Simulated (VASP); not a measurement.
```xyz
1
Lattice="-2.8561 2.8561 2.8561 2.8561 -2.8561 2.8561 2.8561 2.8561 -2.8561" Properties=species:S:1:pos:R:3 pbc="T T T"
Rb     0.0000     0.0000     0.0000
```

All values below come from SCAN meta-GGA, VASP's PBE PAW potentials (set 64) (plane waves; VASP 6.6.1). Run with 520 eV cut-off, 10×10×10 Γ-centred mesh, tetrahedra with Blöchl corrections, potentials Rb_sv.

**Question.** Give the energies of bands 5 to 7 at the high-symmetry points, in eV from the Fermi level.

**Answer.** 
| band | Γ | H | N | P |
|---|---|---|---|---|
| 5 | -2.07 | 1.33 | 0.29 | 1.29 |
| 6 | 3.99 | 1.33 | 0.68 | 1.29 |
| 7 | 3.99 | 3.31 | 2.78 | 1.29 |

It has no gap at this level: it comes out as a metal or semimetal.

The compound is Rb in the bcc structure. It was relaxed first.
